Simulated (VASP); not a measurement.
Method: TPSS meta-GGA, VASP's PBE PAW potentials (set 64) (plane waves; VASP).

The input files of a VASP run:

POSCAR:
```
Ir
1.0
  0.0000000000   1.9277213839   1.9277213839
  1.9277213839   0.0000000000   1.9277213839
  1.9277213839   1.9277213839   0.0000000000
Ir
1
Cart
  0.0000000000   0.0000000000   0.0000000000
```

**KPOINTS**
```
Regular mesh
0
G
  18 18 18
```

**INCAR**
```
! general
SYSTEM =Ir
PREC   =Accurate
ENCUT  =520
LREAL  =.FALSE.
LASPH  =.TRUE.

! electronic loop
EDIFF  =1E-7   ! SCF stop (eV)
NELM   =100
ALGO   =Normal   ! blocked Davidson
LMAXMIX=6
LMIXTAU=.TRUE.

! smearing
ISMEAR =-5   ! tetrahedra, Bloechl

! functional
METAGGA=TPSS

! ions
ISIF   =2   ! forces and stress, cell fixed

! output
LWAVE  =.FALSE.
LCHARG =.FALSE.
LORBIT =11   ! lm-projected
NEDOS  =601   ! DOS grid
```

**KPOINTS_OPT**
```
k-points along high-symmetry lines
10
Line-mode
Reciprocal
  0.000000   0.000000   0.000000 ! GAMMA
  0.500000   0.000000   0.500000 ! X

  0.500000   0.000000   0.500000 ! X
  0.625000   0.250000   0.625000 ! U

  0.375000   0.375000   0.750000 ! K
  0.000000   0.000000   0.000000 ! GAMMA

  0.000000   0.000000   0.000000 ! GAMMA
  0.500000   0.500000   0.500000 ! L

  0.500000   0.500000   0.500000 ! L
  0.500000   0.250000   0.750000 ! W

  0.500000   0.250000   0.750000 ! W
  0.500000   0.000000   0.500000 ! X
```

POTCAR, in this order: Ir (PBE.64 set). Program: vasp_std.

Output

**OSZICAR**
```
       N       E                     dE             d eps       ncg     rms          rms(c)
DAV:   1     0.660270548791E+02    0.66027E+02   -0.48852E+03  3144   0.116E+03
DAV:   2    -0.153430377650E+01   -0.67561E+02   -0.66242E+02  3168   0.295E+02
DAV:   3    -0.270286017845E+01   -0.11686E+01   -0.11677E+01  4832   0.564E+01
DAV:   4    -0.270870838391E+01   -0.58482E-02   -0.58669E-02  4536   0.289E+00
DAV:   5    -0.270872521898E+01   -0.16835E-04   -0.16823E-04  4816   0.135E-01    0.146E+01
DAV:   6    -0.991973158376E+01   -0.72110E+01   -0.63890E+00  3120   0.336E+01    0.872E+00
DAV:   7    -0.942752661964E+01    0.49220E+00   -0.24757E+00  3520   0.213E+01    0.153E+00
DAV:   8    -0.961547939355E+01   -0.18795E+00   -0.89777E-02  3480   0.464E+00    0.439E-01
DAV:   9    -0.961125791505E+01    0.42215E-02   -0.16668E-02  3744   0.179E+00    0.448E-01
DAV:  10    -0.961506914812E+01   -0.38112E-02   -0.14052E-02  3992   0.184E+00    0.124E-01
DAV:  11    -0.961543378744E+01   -0.36464E-03   -0.11062E-03  4384   0.391E-01    0.648E-02
DAV:  12    -0.961546328140E+01   -0.29494E-04   -0.53893E-06  3496   0.318E-02    0.653E-02
DAV:  13    -0.961553813473E+01   -0.74853E-04   -0.29206E-04  3696   0.234E-01    0.131E-02
DAV:  14    -0.961554413548E+01   -0.60008E-05   -0.13156E-05  4048   0.566E-02    0.402E-03
DAV:  15    -0.961554427328E+01   -0.13779E-06   -0.66232E-08  2776   0.356E-03    0.281E-03
DAV:  16    -0.961554369149E+01    0.58178E-06   -0.66855E-08  1720   0.278E-03    0.282E-04
DAV:  17    -0.961554376431E+01   -0.72815E-07   -0.58677E-09  1704   0.912E-04
   1 F= -.96155438E+01 E0= -.96155438E+01  d E =0.000000E+00
       N       E                     dE             ncg
```

**OUTCAR**
```
------------------------ aborting loop because EDIFF is reached ----------------------------------------
  FORCE on cell =-STRESS in cart. coord.  units (eV):
  Direction    XX          YY          ZZ          XY          YZ          ZX
  --------------------------------------------------------------------------------------
  Total        0.0036733      0.0036733      0.0036733     -0.0000000      0.0000000     -0.0000000
  in kB        0.4107711      0.4107711      0.4107711     -0.0000000      0.0000000     -0.0000000
  external PRESSURE =       0.4107711 kB  Pullay stress =       0.0000000 kB
  volume of cell :       14.33
      direct lattice vectors                 reciprocal lattice vectors
     0.000000000  1.927721384  1.927721384    -0.259373582  0.259373582  0.259373582
     1.927721384  0.000000000  1.927721384     0.259373582 -0.259373582  0.259373582
     1.927721384  1.927721384  0.000000000     0.259373582  0.259373582 -0.259373582
 POSITION                                       TOTAL-FORCE (eV/Angst)
 -----------------------------------------------------------------------------------
      0.00000      0.00000      0.00000         0.000000     -0.000000      0.000000
 -----------------------------------------------------------------------------------
    total drift:                                0.000000     -0.000000      0.000000
  FREE ENERGIE OF THE ION-ELECTRON SYSTEM (eV)
  ---------------------------------------------------
  free  energy   TOTEN  =        -9.6155437643 eV

  energy  without entropy=       -9.6155437643  energy(sigma->0) =       -9.61554376

 total charge

# of ion       s       p       d       tot
------------------------------------------
    1        0.678   0.744   6.974   8.396
```
(Selected blocks of OUTCAR.)

File OUTCAR:
```
 val. band max:       10.1345554422   @ k =   0.5000   0.3889   0.0556

 cond. band min:      10.0696945758   @ k =   0.3333   0.0556   0.0000


 Fermi energy:        10.1392558529

 k-point     1 :       0.0000    0.0000    0.0000
  band No.  band energies     occupation
      1      -0.7667      2.00000
      2       6.3468      2.00000
      3       6.3468      2.00000
      4       6.3468      2.00000
      5       8.9401      2.00000
      6       8.9401      2.00000
      7      24.4912      0.00000
      8      30.0364      0.00000

 k-point     2 :       0.0556    0.0000    0.0000
  band No.  band energies     occupation
      1      -0.6310      2.00000
      2       6.2740      2.00000
      3       6.4061      2.00000
      4       6.4061      2.00000
      5       8.9019      2.00000
      6       8.9019      2.00000
      7      24.7244      0.00000
      8      29.2605      0.00000

 k-point     3 :       0.1111    0.0000    0.0000
  band No.  band energies     occupation
      1      -0.2377      2.00000
      2       6.0869      2.00000
      3       6.5606      2.00000
      4       6.5606      2.00000
      5       8.8190      2.00000
      6       8.8190      2.00000
      7      25.3644      0.00000
      8      27.7768      0.00000

 k-point     4 :       0.1667    0.0000    0.0000
  band No.  band energies     occupation
      1       0.3652      2.00000
      2       5.8748      2.00000
      3       6.7315      2.00000
      4       6.7315      2.00000
      5       8.7906      2.00000
      6       8.7906      2.00000
      7      26.0259      0.00000
      8      26.4014      0.00000

 k-point     5 :       0.2222    0.0000    0.0000
  band No.  band energies     occupation
      1       1.0737      2.00000
      2       5.7821      2.00000
      3       6.7961      2.00000
      4       6.7961      2.00000
      5       8.9571      2.00000
      6       8.9571      2.00000
      7      24.6267      0.00000
...
```

For a metal the tetrahedron method with Blöchl corrections gives inexact stress and forces. Unless said otherwise, spin-orbit coupling is left out, though it shifts the bands of the heavy elements here.

The compound is Ir in the fcc structure. It was relaxed first.
